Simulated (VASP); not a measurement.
Given:

```
SnGe
1.0
    0.00000     2.82671     2.82671
    2.82671     0.00000     2.82671
    2.82671     2.82671     0.00000
Ge Sn
1 1
Direct
  0.00000   0.00000   0.00000
  0.50000   0.50000   0.50000
```

The numbers are results of LDA (Ceperley-Alder, Perdew-Zunger) with spin-orbit coupling, VASP's LDA PAW potentials (set 64) (plane waves; VASP), not measurements. Numerical set-up: 400 eV cut-off, 10×10×10 Γ-centred mesh, Gaussian smearing of 0.050 eV, potentials Ge_d Sn_d.

Task: Give the energies of bands 23 to 35 at the high-symmetry points, in eV from the Fermi level.

Result: 
```csv
band,Γ,X,U,L,W
23,-0.30,-5.34,-6.85,-8.25,-6.81
24,-0.30,-5.34,-6.85,-8.25,-6.81
25,-0.10,-4.55,-4.76,0.95,-4.29
26,-0.10,-4.55,-4.76,0.95,-4.29
27,0.38,-2.60,-1.77,1.09,-4.19
28,0.38,-2.60,-1.77,1.09,-4.19
29,0.38,-2.33,-0.83,1.45,2.59
30,0.38,-2.33,-0.83,1.45,2.59
31,5.91,3.07,5.45,1.92,2.96
32,5.91,3.07,5.45,1.92,2.96
33,6.59,8.84,6.30,2.23,6.84
34,6.59,8.84,6.30,2.23,6.84
35,6.59,9.38,7.44,3.49,6.88
```

It has no gap at this level: it comes out as a metal or semimetal.

The structure was generated: SnGe was put into the rocksalt type (Fm-3m), which need not be its known phase. It was relaxed first, which changed the volume by -10 %.
